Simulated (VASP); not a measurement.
Energy against volume of KI (rock salt). These are optB88-vdW, VASP's PBE PAW potentials (set 64) (plane waves; VASP 6.6.1) values and carry that method's errors. Run with 520 eV cut-off, 7×7×7 Γ-centred mesh, Gaussian smearing of 0.050 eV, potentials K_sv I.

| V (Å³/atom) | E (eV/atom) |
|---|---|
| 42.050 | -0.77017 |
| 43.350 | -0.77195 |
| 44.651 | -0.77040 |
| 45.951 | -0.76607 |

Question: Fit these four points and predict the energy of the run at 40.749 Å³/atom.

Answer: A cubic in V^(−2/3), the third-order Birch-Murnaghan form, passes through the four points with V0 = 43.36 Å³/atom and B0 = 14 GPa, and gives -0.7644 eV/atom there. The run gave -0.7644 eV/atom, -0.0 meV/atom from the fit; all five points give B0 = 14 GPa.

The compound is KI in the rock salt structure. It was relaxed first.
